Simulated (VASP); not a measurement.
OSZICAR of a VASP run on BP (zinc blende):

File OSZICAR:
```
       N       E                     dE             d eps       ncg     rms          rms(c)
DAV:   1     0.727313501205E+02    0.72731E+02   -0.39788E+04   560   0.154E+05
DAV:   2    -0.632400575893E+01   -0.79055E+02   -0.77544E+02   880   0.333E+02
DAV:   3    -0.137222347822E+02   -0.73982E+01   -0.69445E+01   664   0.868E+01
DAV:   4    -0.738551244755E+02   -0.60133E+02   -0.60023E+02  1032   0.398E+01
DAV:   5    -0.195338747137E+02    0.54321E+02   -0.16435E+02   712   0.291E+01    0.885E+00
DAV:   6    -0.151392406065E+02    0.43946E+01   -0.29221E+01   720   0.541E+01    0.501E+00
DAV:   7    -0.146824163624E+02    0.45682E+00   -0.55822E-01   800   0.652E+00    0.173E+00
DAV:   8    -0.149148399251E+02   -0.23242E+00   -0.16963E+00   616   0.174E+01    0.103E+00
DAV:   9    -0.147913171378E+02    0.12352E+00   -0.13248E+00   592   0.145E+01    0.475E-01
DAV:  10    -0.151349908543E+02   -0.34367E+00   -0.10295E-01   568   0.381E+00    0.269E-01
DAV:  11    -0.151079797581E+02    0.27011E-01   -0.50390E-03   816   0.834E-01    0.341E-01
DAV:  12    -0.151554368197E+02   -0.47457E-01   -0.74198E-03   560   0.961E-01    0.993E-02
DAV:  13    -0.151608584404E+02   -0.54216E-02   -0.38404E-03   672   0.465E-01    0.700E-02
DAV:  14    -0.151608357850E+02    0.22655E-04   -0.28620E-05   808   0.656E-02    0.830E-02
DAV:  15    -0.151609123406E+02   -0.76556E-04   -0.32386E-05   672   0.705E-02    0.814E-02
DAV:  16    -0.151609330697E+02   -0.20729E-04   -0.70114E-05   680   0.752E-02    0.367E-02
DAV:  17    -0.151609340759E+02   -0.10062E-05   -0.19954E-06   728   0.139E-02    0.255E-02
DAV:  18    -0.151609340150E+02    0.60890E-07   -0.49972E-07   288   0.791E-03
   1 F= -.15160934E+02 E0= -.15160934E+02  d E =-.151609E+02
       N       E                     dE             d eps       ncg     rms          rms(c)
DAV:   1    -0.151611128449E+02   -0.17877E-03   -0.27842E-02   616   0.137E+00    0.232E-01
DAV:   2    -0.151613775316E+02   -0.26469E-03   -0.12978E-03   792   0.251E-01    0.132E-01
DAV:   3    -0.151610590500E+02    0.31848E-03   -0.83724E-04   616   0.181E-01    0.332E-02
DAV:   4    -0.151611637377E+02   -0.10469E-03   -0.88232E-05   616   0.789E-02    0.369E-02
DAV:   5    -0.151611751105E+02   -0.11373E-04   -0.10045E-05   696   0.232E-02    0.289E-02
DAV:   6    -0.151611736336E+02    0.14769E-05   -0.14732E-05   608   0.296E-02    0.587E-03
DAV:   7    -0.151611770715E+02   -0.34379E-05   -0.24252E-06   640   0.161E-02    0.428E-03
DAV:   8    -0.151611772756E+02   -0.20409E-06   -0.25336E-07   280   0.383E-03
   2 F= -.15161177E+02 E0= -.15161177E+02  d E =-.243261E-03
       N       E                     dE             d eps       ncg     rms          rms(c)
DAV:   1    -0.151613741856E+02   -0.19711E-03   -0.42901E-03   616   0.537E-01    0.897E-02
DAV:   2    -0.151614118151E+02   -0.37629E-04   -0.20352E-04   792   0.989E-02    0.510E-02
DAV:   3    -0.151613616601E+02    0.50155E-04   -0.12736E-04   616   0.706E-02    0.126E-02
DAV:   4    -0.151613761980E+02   -0.14538E-04   -0.13458E-05   616   0.311E-02    0.143E-02
DAV:   5    -0.151613770716E+02   -0.87364E-06   -0.14398E-06   640   0.895E-03
   3 F= -.15161377E+02 E0= -.15161377E+02  d E =-.443057E-03
```

### Question
Which electronic solver shows in the log?

### Answer
It is blocked Davidson (ALGO = Normal, or the opening steps of other solvers). The INCAR had ALGO = Normal.

### Question
Can the final energy be trusted as converged?

### Answer
Self-consistency was reached. It stopped with EDIFF = 1E-6, NELM = 100, NSW = 60 and EDIFFG = -0.01 after 3 ionic steps (revTPSS meta-GGA, plane waves, VASP's PBE PAW potentials (set 64)).

The compound is BP in the zinc blende structure. This run relaxes it. Symmetry was kept, so distortions that lower it aren't found.
